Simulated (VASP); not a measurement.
Input:

```xyz
2
Lattice="3.5903 0.0000 0.0000 -1.7952 3.1093 0.0000 0.0000 0.0000 5.6475" Properties=species:S:1:pos:R:3 pbc="T T T"
Dy     0.0000     2.0729     1.4119
Dy     1.7952     1.0364     4.2356
```
Starting moments (μB, in the order of the record's atoms Dy Dy): 5.0 5.0.

Level of theory: PBE GGA, VASP's PBE PAW potentials (set 64) (plane waves; VASP). Settings: 300 eV cut-off, 9×9×5 Γ-centred mesh, Fermi-Dirac smearing of 0.10 eV, potentials Dy.

Give the spin-up energies of bands 15 to 28 at the high-symmetry points, in eV from the Fermi level.

```csv
band,Γ,M,K,A,L,H
15,-3.38,-3.41,-3.40,-3.38,-3.39,-3.37
16,-3.37,-3.34,-3.35,-3.38,-3.39,-3.37
17,-3.37,-3.33,-3.35,-3.35,-3.31,-3.35
18,-3.35,-3.29,-3.30,-3.35,-3.31,-3.35
19,-3.35,-2.76,-2.73,-3.35,-2.76,-2.74
20,-2.85,-2.71,-2.73,-3.35,-2.76,-2.74
21,-2.81,-2.69,-2.66,-2.85,-2.67,-2.66
22,-2.81,-2.68,-2.66,-2.85,-2.67,-2.66
23,-2.74,-1.84,-0.79,-2.75,-1.84,-0.45
24,-2.08,-1.29,-0.64,-2.75,-1.84,-0.45
25,1.28,-0.89,-0.64,1.15,0.14,-0.26
26,2.02,0.13,-0.27,1.15,0.14,-0.26
27,2.02,1.63,1.26,1.91,1.78,0.65
28,2.36,1.66,1.26,1.91,1.78,0.65
```

Give the spin-down energies of bands 15 to 28 at the high-symmetry points, in eV from the Fermi level.

```tsv
band	Γ	M	K	A	L	H
15	0.05	-0.14	-0.12	0.08	-0.02	-0.12
16	0.05	0.08	0.05	0.08	-0.02	-0.12
17	0.10	0.14	0.09	0.08	0.17	0.41
18	0.10	0.14	0.09	0.08	0.17	0.41
19	0.71	0.20	0.19	0.79	0.62	0.44
20	0.71	0.52	0.29	0.79	0.62	0.44
21	0.81	0.69	0.64	0.79	0.73	0.68
22	0.81	0.71	0.66	0.79	0.73	0.68
23	1.12	0.79	0.66	1.11	0.79	0.72
24	1.12	0.83	0.75	1.11	0.79	0.72
25	1.80	0.91	0.89	1.73	0.91	0.94
26	2.59	0.98	0.89	1.73	0.91	0.94
27	2.59	2.22	1.89	2.47	2.34	1.29
28	2.94	2.29	1.89	2.47	2.34	1.29
```

It has no gap at this level: it comes out as a metal or semimetal.

The structure comes from a measured Dy entry of the Crystallography Open Database, whose conditions weren't checked. The cell was not relaxed at this level.
